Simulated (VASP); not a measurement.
Computed with HSE06 screened hybrid, VASP's PBE PAW potentials (set 64) (plane waves; VASP).

Input for VASP

POSCAR:
```
CdTe
1
    0.0000000000     3.2789737792     3.2789737792
    3.2789737792     0.0000000000     3.2789737792
    3.2789737792     3.2789737792     0.0000000000
Cd Te
1 1
Direct
  0.0000000000   0.0000000000   0.0000000000
  0.2500000000   0.2500000000   0.2500000000
```

**KPOINTS**
```
Regular mesh
0
gamma
  6 6 6
```

**INCAR**
```
AEXX = 0.25
EDIFF = 1E-6   # SCF stop (eV)
ALGO = Normal   # blocked Davidson
SIGMA = 0.05
ENCUT = 520   # plane-wave cut-off (eV)
LHFCALC = .TRUE.
ISMEAR = 0   # Gaussian
GGA = PE   # PBE
ISIF = 2
LWAVE = .FALSE.
SYSTEM = CdTe
LCHARG = .FALSE.
PRECFOCK = Fast
LREAL = .FALSE.   # projection in real space or not
ISYM = 3
NELM = 60   # most electronic steps
PREC = Accurate
LASPH = .TRUE.
LMAXMIX = 4   # l cut-off of mixed one-centre charges
HFSCREEN = 0.2   # 1/Angstrom
```

POTCAR, in this order: Cd Te (PBE.64 set). Program: vasp_std. Read from the step before: WAVECAR.

What VASP printed:

OSZICAR:
```
       N       E                     dE             d eps       ncg     rms          rms(c)
DAV:   1    -0.605000693436E+01   -0.60500E+01   -0.11807E+00   416   0.936E+00    0.933E+00
DAV:   2    -0.605770776028E+01   -0.77008E-02   -0.51855E-02   481   0.289E+00    0.612E+00
DAV:   3    -0.605665791191E+01    0.10498E-02   -0.38020E-03   596   0.796E-01    0.376E+00
DAV:   4    -0.605633714047E+01    0.32077E-03   -0.40077E-04   459   0.216E-01    0.225E+00
DAV:   5    -0.605626146095E+01    0.75680E-04   -0.10333E-04   451   0.857E-02    0.135E+00
DAV:   6    -0.605624477719E+01    0.16684E-04   -0.22186E-05   466   0.411E-02    0.812E-01
DAV:   7    -0.605624121583E+01    0.35614E-05   -0.29799E-06   437   0.179E-02    0.487E-01
DAV:   8    -0.605624081923E+01    0.39660E-06   -0.94280E-07   303   0.101E-02
   1 F= -.60562408E+01 E0= -.60562408E+01  d E =-.130854E-15
```

OUTCAR:
```
------------------------ aborting loop because EDIFF is reached ----------------------------------------
  FORCE on cell =-STRESS in cart. coord.  units (eV):
  Direction    XX          YY          ZZ          XY          YZ          ZX
  --------------------------------------------------------------------------------------
  Total        0.0249804      0.0249804      0.0249804      0.0000000      0.0000000      0.0000000
  in kB        0.5676302      0.5676302      0.5676302      0.0000000      0.0000000      0.0000000
  external PRESSURE =       0.5676302 kB  Pullay stress =       0.0000000 kB
  volume of cell :       70.51
      direct lattice vectors                 reciprocal lattice vectors
     0.000000000  3.278973779  3.278973779    -0.152486733  0.152486733  0.152486733
     3.278973779  0.000000000  3.278973779     0.152486733 -0.152486733  0.152486733
     3.278973779  3.278973779  0.000000000     0.152486733  0.152486733 -0.152486733
  FREE ENERGIE OF THE ION-ELECTRON SYSTEM (eV)
  ---------------------------------------------------
  free  energy   TOTEN  =        -6.0562408192 eV

  energy  without entropy=       -6.0562408192  energy(sigma->0) =       -6.05624082

  exchange ACFDT corr.  =         0.00000000  see jH, gK, PRB 81, 115126
```
(Selected blocks of OUTCAR.)

OUTCAR:
```
 val. band max:        1.5179254346   @ k =   0.0000   0.0000   0.0000

 cond. band min:       2.9635729345   @ k =   0.0000   0.0000   0.0000


 Fermi energy:         1.7859153617

 k-point     1 :       0.0000    0.0000    0.0000
  band No.  band energies     occupation
      1     -10.4246      2.00000
      2      -7.9702      2.00000
      3      -7.9702      2.00000
      4      -7.9702      2.00000
      5      -7.7315      2.00000
      6      -7.7315      2.00000
      7       1.5179      2.00000
      8       1.5179      2.00000
      9       1.5179      2.00000
     10       2.9636      0.00000
     11       7.0257      0.00000
     12       7.0257      0.00000
     13       7.0257      0.00000

 k-point     2 :       0.1667    0.0000    0.0000
  band No.  band energies     occupation
      1     -10.3304      2.00000
      2      -7.9538      2.00000
      3      -7.9538      2.00000
      4      -7.8724      2.00000
      5      -7.7325      2.00000
      6      -7.7325      2.00000
      7      -0.1948      2.00000
      8       1.2934      2.00000
      9       1.2934      2.00000
     10       4.0625      0.00000
     11       7.0868      0.00000
     12       7.3714      0.00000
     13       7.3714      0.00000

 k-point     3 :       0.3333    0.0000    0.0000
  band No.  band energies     occupation
      1     -10.1517      2.00000
      2      -7.9249      2.00000
      3      -7.9249      2.00000
      4      -7.7296      2.00000
      5      -7.7296      2.00000
      6      -7.5652      2.00000
      7      -2.1499      2.00000
      8       0.9097      2.00000
      9       0.9097      2.00000
     10       4.2134      0.00000
     11       7.6484      0.00000
     12       7.6484      0.00000
     13       8.6293      0.00000

 k-point     4 :       0.5000    0.0000    0.0000
  band No.  band energies     occupation
      1     -10.0697      2.00000
      2      -7.9133      2.00000
      3      -7.9133      2.00000
...
```

Unless said otherwise, spin-orbit coupling is left out, though it shifts the bands of the heavy elements here.

The compound is CdTe in the zinc blende structure. This cell is one point of a volume scan, at 0.97 of the reference volume. The cell's shape comes from a PBE relaxation.
